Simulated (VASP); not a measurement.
Data:

```
Be4S3Te
1.0
    0.00000     2.52491     2.52491
    2.52491     0.00000     2.52491
   10.09344    10.09344     0.00619
Be Te S
4 1 3
Direct
  0.03202   0.03202   0.97599
  0.97034   0.97034   0.27225
  0.99081   0.99081   0.50689
  0.00918   0.00918   0.74311
  0.24820   0.24820   0.06385
  0.23121   0.23121   0.32659
  0.24966   0.24966   0.56276
  0.26858   0.26858   0.79857
```

These are PBEsol GGA, VASP's PBE PAW potentials (set 64) (plane waves; VASP 6.6.1) values and carry that method's errors. Numerical set-up: 400 eV cut-off, Gaussian smearing of 0.050 eV, potentials Be Te S.

Unless said otherwise, spin-orbit coupling is left out, though it shifts the bands of the heavy elements here.

**Question.** Give the energies of bands 7 to 20 at the high-symmetry points, in eV from the valence-band maximum.

**Answer.** 
| band | Γ | T | H2 | L | S0 | F |
|---|---|---|---|---|---|---|
| 7 | -5.08 | -3.53 | -6.76 | -6.88 | -6.78 | -6.93 |
| 8 | -3.54 | -3.53 | -6.35 | -6.50 | -6.36 | -6.54 |
| 9 | -3.54 | -3.40 | -6.09 | -5.15 | -6.09 | -5.12 |
| 10 | -3.19 | -3.21 | -5.91 | -4.98 | -5.85 | -4.94 |
| 11 | -3.19 | -3.21 | -5.47 | -4.92 | -5.52 | -4.88 |
| 12 | -2.76 | -3.04 | -5.13 | -4.46 | -5.12 | -4.38 |
| 13 | -2.76 | -2.75 | -4.40 | -3.90 | -4.44 | -4.38 |
| 14 | -2.02 | -2.75 | -4.24 | -3.69 | -4.22 | -3.77 |
| 15 | 0.00 | -0.02 | -4.02 | -3.29 | -4.01 | -2.83 |
| 16 | 0.00 | -0.02 | -3.28 | -1.99 | -3.28 | -1.96 |
| 17 | 2.28 | 2.34 | 2.29 | 1.08 | 2.22 | 0.65 |
| 18 | 2.39 | 2.46 | 2.49 | 1.45 | 2.69 | 2.03 |
| 19 | 2.49 | 2.52 | 3.09 | 2.73 | 2.85 | 2.18 |
| 20 | 3.12 | 3.38 | 3.57 | 2.94 | 3.70 | 2.44 |

The gap is indirect, 0.65 eV, from the valence maximum at Γ to the conduction minimum at F.

The structure was generated: Be4S3Te was put into an ordered model structure (R3m), which need not be its known phase. It was relaxed first.
